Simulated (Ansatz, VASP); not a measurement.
# TiGe in two plane-wave programs, part 2 of 2

Wanted: the spread between two codes on one cell, functional and k mesh. The cell is generated by rule, not measured, and may not be a known phase. Of the first pair: The cell is taken from a series of runs on this material, whose earlier steps may have relaxed, scaled, displaced or heated it; both programs get it as it stands.

VASP 6.6.1 and Ansatz 0.2.0.

So far: Set-up; VASP: relaxation of cell and atoms, PBE, pair 1; Ansatz: relaxation of cell and atoms, PBE, pair 1; Comparison.

## 5. VASP: relaxation of cell and atoms, PBE, pair 2

Level of this step: PBE; plane waves and PAW (Ti_sv, Ge_d); invented cell (VASP).

The relaxed volume is the usual yardstick between codes: in a stiff, nearly cubic crystal its relative difference is about their pressure difference at one cell divided by the bulk modulus.

INCAR reads:

```
SYSTEM = TiGe
PREC = Accurate
ENCUT = 500
EDIFF = 1E-07
NELM = 120
ISMEAR = 1
SIGMA = 0.15
LREAL = .FALSE.
ALGO = Normal
GGA = PE
NBANDS = 32
LASPH = .TRUE.
LORBIT = 11
LWAVE = .FALSE.
LCHARG = .FALSE.
ISIF = 3
IBRION = 2
NSW = 80
EDIFFG = -0.005
GGA_COMPAT = .FALSE.
NELMIN = 4
KPAR = 2
```

POSCAR reads:

```
TiGe
1.0
    4.4496840000      0.0000030000      0.0000000000
   -2.2248450000      3.8535380000      0.0000000000
    0.0000000000      0.0000000000      5.0627500000
Ti Ge
2 2
Direct
    0.3333332901      0.6666665802      0.9374999753
    0.6666667099      0.3333334198      0.4374999753
    0.3333332901      0.6666665802      0.4374999753
    0.6666667099      0.3333334198      0.9374999753
```

KPOINTS reads:

```
Automatic mesh
0
Gamma
10 10 8
0 0 0
```

Potentials, in the order of the species: Ti_sv and Ge_d (PBE family, release 64).

On the command line:

```
$ mpirun -np 2 vasp_std
```

Numbers of over 12 decimals in the logs are rounded to 6 here.

The log of the run:

```text
[... set-up lines as in an earlier step ...]
 entering main loop
       N       E                     dE             d eps       ncg     rms          rms(c)
DAV:   1     0.565447120062E+03    0.56545E+03   -0.26704E+04  5304   0.352E+03
DAV:   2     0.695580250421E+02   -0.49589E+03   -0.48604E+03  4488   0.802E+02
DAV:   3    -0.200304376025E+02   -0.89588E+02   -0.88777E+02  6264   0.223E+02
DAV:   4    -0.295584890619E+02   -0.95281E+01   -0.94797E+01  6880   0.670E+01
[...]
DAV:  14    -0.253178964107E+02   -0.88602E-06   -0.19749E-06  6288   0.122E-02    0.227E-03
DAV:  15    -0.253178966723E+02   -0.26163E-06   -0.16921E-07  4272   0.268E-03    0.787E-04
DAV:  16    -0.253178966190E+02    0.53275E-07   -0.73684E-08  3648   0.225E-03
   1 F= -.25317897E+02 E0= -.25318509E+02  d E =-.253179E+02
[...]
N       E                     dE             d eps       ncg     rms          rms(c)
DAV:   1    -0.253187065242E+02   -0.80985E-03   -0.21353E-02  4776   0.137E+00    0.170E-01
[...]
DAV:   5    -0.253179178755E+02    0.73851E-06   -0.61967E-06  6768   0.156E-02    0.540E-03
DAV:   6    -0.253179177469E+02    0.12861E-06   -0.22604E-06  5144   0.114E-02    0.167E-03
DAV:   7    -0.253179176378E+02    0.10913E-06   -0.47695E-07  4960   0.491E-03    0.634E-04
DAV:   8    -0.253179176224E+02    0.15365E-07   -0.29394E-08  2784   0.163E-03
   2 F= -.25317918E+02 E0= -.25318543E+02  d E =-.210034E-04
 trial-energy change:   -0.000021  1 .order   -0.000021   -0.000103    0.000061
 step:   0.6264(harm=  0.6264)  dis= 0.00000  next Energy=   -25.317929 (dE=-0.323E-04)
[...]
N       E                     dE             d eps       ncg     rms          rms(c)
DAV:   1    -0.253180379994E+02   -0.12036E-03   -0.29750E-03  4792   0.510E-01    0.634E-02
DAV:   2    -0.253179618723E+02    0.76127E-04   -0.22621E-04  5120   0.136E-01    0.342E-02
DAV:   3    -0.253179282653E+02    0.33607E-04   -0.92316E-05  5944   0.668E-02    0.644E-03
DAV:   4    -0.253179286796E+02   -0.41434E-06   -0.12658E-05  4896   0.289E-02    0.358E-03
DAV:   5    -0.253179286917E+02   -0.12131E-07   -0.85823E-07  5984   0.614E-03
   3 F= -.25317929E+02 E0= -.25318549E+02  d E =-.320727E-04
[...]
reached required accuracy - stopping structural energy minimisation
```

Parts of OUTCAR (step 5):

```text
  Total       -0.0112922     -0.0112922     -0.0177847      0.0000000     -0.0000000      0.0000000
  in kB       -0.2083888     -0.2083888     -0.3282032      0.0000000     -0.0000000      0.0000000
  external PRESSURE =      -0.2483269 kB  Pullay stress =       0.0000000 kB

 POSITION                                       TOTAL-FORCE (eV/Angst)
 -----------------------------------------------------------------------------------
     -0.00000      2.56837      4.74917         0.000000     -0.000000      0.000000
      2.22428      1.28419      2.21628        -0.000000      0.000000     -0.000000
     -0.00000      2.56837      2.21628         0.000000     -0.000000      0.000000
      2.22428      1.28419      4.74917        -0.000000      0.000000     -0.000000
 -----------------------------------------------------------------------------------
    total drift:                                0.000000     -0.000830      0.000000

  FREE ENERGIE OF THE ION-ELECTRON SYSTEM (eV)
  ---------------------------------------------------
  free  energy   TOTEN  =       -25.3179286917 eV

  energy  without entropy=      -25.3197891322  energy(sigma->0) =      -25.31854884

[... 1 part as in an earlier step ...]

[... 3 further parts left out ...]
[key lines of the parts left out:]
E-fermi :   5.0797
```

## 6. Ansatz: relaxation of cell and atoms, PBE, pair 2

The same cell, functional, mesh and smearing now go to Ansatz, which takes its cutoff from its data sets.

The cell is taken from a series of runs on this material, whose earlier steps may have relaxed, scaled, displaced or heated it; both programs get it as it stands.

input.yaml reads:

```yaml
crystal:
  lattice:
    - [4.449684392, 3.2123e-06, 0.0]
    - [-2.2248449779, 3.8535381161, 0.0]
    - [0.0, 0.0, 5.0627501719]
  atoms:
    - { symbol: Ti, position: [0.3333333333, 0.6666666667, -0.0625] }
    - { symbol: Ti, position: [0.6666666667, 0.3333333333, 0.4375] }
    - { symbol: Ge, position: [0.3333333333, 0.6666666667, 0.4375] }
    - { symbol: Ge, position: [0.6666666667, 0.3333333333, 0.9375] }
kpoints:
  mp_grid: { grid: [10, 10, 8] }
hamiltonian:
  xc: pbe
scf:
  occupations: { method: methfessel_paxton, width: 0.15 }
output:
  forces: true
  stress: true
  eigenvalues: true
relax:
  adjacent_minimum: "off"
  f_tol: 0.001
  max_steps: 60
  cell: { stress_tol: 0.01 }
```

On the command line:

```
$ ansatz run input.yaml --threads 4 --pin off --max-ram 7168MiB --backend cpu --events-out ev --progress --plain --runs-dir out
```

The log of the run:

```text
[...]
Crystal: 4 atoms, lattice volume = 86.811 Å³
Basis set: ecut = 420 eV, 1727 PW (Γ), exchange–correlation on 60×60×72 points (8 copies of the dense FFT grid, shifted against one another)
Bands: 32, of which v1, the nominal top of the filled ones, is band 26 counted from 1 (25 counted from 0)
Symmetry: 24 space group operations
[...]
k-points: 70 of 800
[...]
--- Relaxed structure (2 steps of the walk, 2 accepted, 1 SCFs on fresh bases) ---
[...]
cell:  # Å, volume = 86.8034 Å³
    - [4.449030, 3.2118082676049847e-6, 0]
    - [-2.224518, 3.852971, 0]
    - [0, 0, 5.063789]
  atoms:
    - { symbol: Ti, position: [0.333333, 0.666667, -0.062500] }
    - { symbol: Ti, position: [0.666667, 0.333333, 0.4375] }
    - { symbol: Ge, position: [0.333333, 0.666667, 0.4375] }
    - { symbol: Ge, position: [0.666667, 0.333333, 0.937500] }
[key lines of the parts left out:]
SCF converged after 4 iterations
Free energy (F): -13589.925161 eV
Fermi energy:    8.947514 eV
P = ⅓ Tr σ = 0.0008 GPa (0.008 kbar)
```

## 7. Differences

Compared:

```csv
quantity,Ansatz,VASP,difference
volume (Å³),86.80,86.82,-0.02 %
"edge a after relaxation, in the typed setting (Å)",4.449,4.449,+0.01 %
"edge c after relaxation, in the typed setting (Å)",5.064,5.066,-0.04 %
```

## 8. VASP: relaxation of cell and atoms, PBE, pair 3

The relaxed volume is the usual yardstick between codes: in a stiff, nearly cubic crystal its relative difference is about their pressure difference at one cell divided by the bulk modulus. Its start cell is another than that of the pair before, and may be another structure of the material.

INCAR, as its differences from that of step 5:

```diff
@@ -5,4 +5,4 @@
 NELM = 120
-ISMEAR = 1
-SIGMA = 0.15
+ISMEAR = 0
+SIGMA = 0.02
 LREAL = .FALSE.
```

POSCAR reads:

```
TiGe
1.0
    4.4439025185      0.0000033448      0.0000000000
   -2.2219540283      3.8485316542      0.0000000000
    0.0000000000      0.0000000000      5.0639246469
Ti Ge
2 2
Direct
    0.3333332500      0.6666666667      0.9375004372
    0.6666667500      0.3333333333      0.4375004372
    0.3333332500      0.6666666667      0.4374996011
    0.6666667500      0.3333333333      0.9374996011
```

KPOINTS reads:

```
Automatic mesh
0
Gamma
9 9 6
0 0 0
```

On the command line:

```
$ mpirun -np 2 vasp_std
```

The log of the run:

```text
[... set-up lines as in an earlier step ...]
 entering main loop
       N       E                     dE             d eps       ncg     rms          rms(c)
DAV:   1     0.566246742893E+03    0.56625E+03   -0.26792E+04  3624   0.353E+03
DAV:   2     0.698641957050E+02   -0.49638E+03   -0.48648E+03  3072   0.806E+02
DAV:   3    -0.200508842953E+02   -0.89915E+02   -0.88905E+02  4304   0.222E+02
DAV:   4    -0.295215919508E+02   -0.94707E+01   -0.94211E+01  4728   0.668E+01
[...]
DAV:  14    -0.253155788358E+02   -0.99079E-06   -0.27870E-06  4064   0.135E-02    0.181E-03
DAV:  15    -0.253155790124E+02   -0.17658E-06   -0.13388E-07  2848   0.276E-03    0.866E-04
DAV:  16    -0.253155789617E+02    0.50646E-07   -0.58849E-08  2504   0.215E-03
   1 F= -.25315579E+02 E0= -.25315501E+02  d E =-.253156E+02
[...]
N       E                     dE             d eps       ncg     rms          rms(c)
DAV:   1    -0.253202792855E+02   -0.47003E-02   -0.96974E-02  3896   0.365E+00    0.463E-01
[...]
DAV:  10    -0.253156700483E+02   -0.27867E-08   -0.24837E-08  2008   0.131E-03
   2 F= -.25315670E+02 E0= -.25315594E+02  d E =-.910866E-04
 trial-energy change:   -0.000091  1 .order   -0.000092   -0.000281    0.000098
 step:   0.7404(harm=  0.7423)  dis= 0.00000  next Energy=   -25.315683 (dE=-0.104E-03)
[...]
N       E                     dE             d eps       ncg     rms          rms(c)
DAV:   1    -0.253159892283E+02   -0.31918E-03   -0.65091E-03  3880   0.943E-01    0.119E-01
DAV:   2    -0.253157418271E+02    0.24740E-03   -0.13277E-03  3816   0.344E-01    0.481E-02
DAV:   3    -0.253156903043E+02    0.51523E-04   -0.14743E-04  4240   0.104E-01    0.243E-02
DAV:   4    -0.253156796243E+02    0.10680E-04   -0.60214E-05  5104   0.454E-02    0.126E-02
DAV:   5    -0.253156802993E+02   -0.67503E-06   -0.46477E-06  4096   0.177E-02    0.897E-03
DAV:   6    -0.253156819480E+02   -0.16487E-05   -0.20319E-06  4352   0.981E-03    0.277E-03
DAV:   7    -0.253156823269E+02   -0.37893E-06   -0.41459E-07  3000   0.466E-03    0.576E-04
DAV:   8    -0.253156823799E+02   -0.52969E-07   -0.29060E-08  1832   0.193E-03
   3 F= -.25315682E+02 E0= -.25315606E+02  d E =-.103418E-03
[...]
reached required accuracy - stopping structural energy minimisation
```

OUTCAR, selected parts (step 8):

```text
  Total        0.0023598      0.0023598     -0.0054545      0.0000000      0.0000000     -0.0000000
  in kB        0.0435810      0.0435810     -0.1007320      0.0000000      0.0000000     -0.0000000
  external PRESSURE =      -0.0045233 kB  Pullay stress =       0.0000000 kB

 POSITION                                       TOTAL-FORCE (eV/Angst)
 -----------------------------------------------------------------------------------
     -0.00000      2.56814      4.74655         0.000000     -0.000000      0.000000
      2.22407      1.28407      2.21506        -0.000000      0.000000      0.000000
     -0.00000      2.56814      2.21506        -0.000000      0.000000      0.000000
      2.22407      1.28407      4.74655         0.000000     -0.000000     -0.000000
 -----------------------------------------------------------------------------------
    total drift:                               -0.000837     -0.000050      0.003905

  FREE ENERGIE OF THE ION-ELECTRON SYSTEM (eV)
  ---------------------------------------------------
  free  energy   TOTEN  =       -25.3156823799 eV

  energy  without entropy=      -25.3155296418  energy(sigma->0) =      -25.31560601

[... 1 part as in an earlier step ...]

[... 3 further parts left out ...]
[key lines of the parts left out:]
E-fermi :   5.1401
```

## 9. Ansatz: relaxation of cell and atoms, PBE, pair 3

Its own start cell and the same functional, mesh and smearing now go to Ansatz, which takes its cutoff from its data sets.

The two relaxations start from unlike cells of this crystal (the structure described is Ansatz's start), so only their ends are compared.

input.yaml reads:

```yaml
crystal:
  lattice:
    - [3.99871, 0.0, 0.0]
    - [-1.99936, 3.46298, 0.0]
    - [0.0, 0.0, 6.52989]
  atoms:
    - { symbol: Ti, position: [0.333333, 0.666667, 0.0] }
    - { symbol: Ti, position: [0.666667, 0.333333, 0.5] }
    - { symbol: Ge, position: [0.333333, 0.666667, 0.375] }
    - { symbol: Ge, position: [0.666667, 0.333333, 0.875] }
kpoints:
  mp_grid: { grid: [9, 9, 6] }
hamiltonian:
  xc: pbe
scf:
  occupations: { method: gaussian, width: 0.02 }
output:
  forces: true
  stress: true
  eigenvalues: true
relax:
  adjacent_minimum: "off"
  f_tol: 0.005
  max_steps: 80
  cell: { stress_tol: 0.05 }
```

On the command line:

```
$ ansatz run input.yaml --threads 4 --pin off --max-ram 7168MiB --backend cpu --events-out ev --progress --plain --runs-dir out
```

The log of the run:

```text
[...]
Crystal: 4 atoms, lattice volume = 90.422 Å³
Basis set: ecut = 420 eV, 1761 PW (Γ), exchange–correlation on 54×54×90 points (8 copies of the dense FFT grid, shifted against one another)
Bands: 32, of which v1, the nominal top of the filled ones, is band 26 counted from 1 (25 counted from 0)
Symmetry: 12 space group operations
[...]
cell:  # Å, volume = 86.7273 Å³
    - [4.448296, 3.211318531535035e-6, 7.29821029971464e-17]
    - [-2.224151, 3.852335, -2.8321404152859546e-17]
    - [1.1917977691354018e-16, 1.540498710313583e-17, 5.061017]
  atoms:
    - { symbol: Ti, position: [0.333333, 0.666667, -0.062504] }
    - { symbol: Ti, position: [0.666667, 0.333333, 0.437496] }
    - { symbol: Ge, position: [0.333333, 0.666667, 0.437504] }
    - { symbol: Ge, position: [0.666667, 0.333333, 0.937504] }
[key lines of the parts left out:]
SCF converged after 7 iterations
Free energy (F): -13589.923076 eV
Fermi energy:    9.015548 eV
P = ⅓ Tr σ = 0.0270 GPa (0.270 kbar)
```

## 10. Differences

Both answers:

```csv
quantity,Ansatz,VASP,difference
volume (Å³),86.73,86.76,-0.03 %
"edge a after relaxation, in the typed setting (Å)",4.448,4.448,+0.00 %
"edge c after relaxation, in the typed setting (Å)",5.061,5.063,-0.04 %
```

## 11. What came out

```json
{
 "difference in edge c after relaxation, in the typed setting (relaxation of cell and atoms, PBE, pair 1)": "-0.028 %",
 "difference in edge c after relaxation, in the typed setting (relaxation of cell and atoms, PBE, pair 2)": "-0.039 %",
 "difference in edge c after relaxation, in the typed setting (relaxation of cell and atoms, PBE, pair 3)": "-0.040 %"
}
```

**Reading.** The difference in edge c after relaxation, in the typed setting is -0.040 % (relaxation of cell and atoms, PBE, pair 3), within the 1.2 % picked in this series as the mark of a large difference, as far as the stopping tolerances let one tell. Such differences can come from data sets, numerical settings and the points named under the comparisons, not from the functional's error against experiment.

[Lines on the potential files, build, host, timing and source positions are cut from VASP's logs without a mark.]

[Logs are printed without paths, hosts, clocks, repeated set-up lines and the standing remarks that a program may print on its own settings, such as how far it seeks lower states.]

[Hosts, paths, dates, database ids (printed as entryN), source tags and the programs' standing remarks are cut or masked in the printed files.]
